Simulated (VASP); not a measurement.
Computed with LDA (Ceperley-Alder, Perdew-Zunger), VASP's LDA PAW potentials (set 64) (plane waves; VASP 6.6.1).

A VASP calculation is set up with these files.

**INCAR**
```
! general
SYSTEM  = Ti
PREC    = Accurate
ENCUT   = 400
LREAL   = F
LASPH   = T

! electronic loop
EDIFF   = 1E-6
NELM    = 100
ALGO    = Normal
LMAXMIX = 4

! smearing
ISMEAR  = 1
SIGMA   = 0.1

! ions
IBRION  = 2
NSW     = 60
ISIF    = 3
EDIFFG  = -0.01

! output
LWAVE   = F
LCHARG  = F
```

**KPOINTS**
```
kpoints
0
G
13 13 7
0 0 0
```

File POSCAR:
```
Ti
1
    2.8511263200     0.0000000000    -0.0000000000
   -1.4255631600     2.4691480431     0.0000000000
   -0.0000000000    -0.0000000000     4.5456501171
Ti
2
Direct
  0.3333330000   0.6666670000   0.2500000000
  0.6666670000   0.3333330000   0.7500000000
```

POTCAR, in this order: Ti_sv (LDA.64 set). Program: vasp_std.

Q: What will the output report for the number of irreducible k-points (NKPTS), number of bands (NBANDS), largest plane-wave count, number of space-group operations, FFT grid (NGX, NGY, NGZ)?

A: 
```
Item                                          Result
--------------------------------------  ------------
number of irreducible k-points (NKPTS)            84
number of bands (NBANDS)                          16
largest plane-wave count                         596
number of space-group operations                  24
FFT grid (NGX, NGY, NGZ)                20 × 20 × 30
```

The structure comes from a computed database's Ti entry (P6_3/mmc); how it stands against other phases isn't given here. This run relaxes it. Symmetry was kept, so distortions that lower it aren't found. The start is the result of an earlier pass.
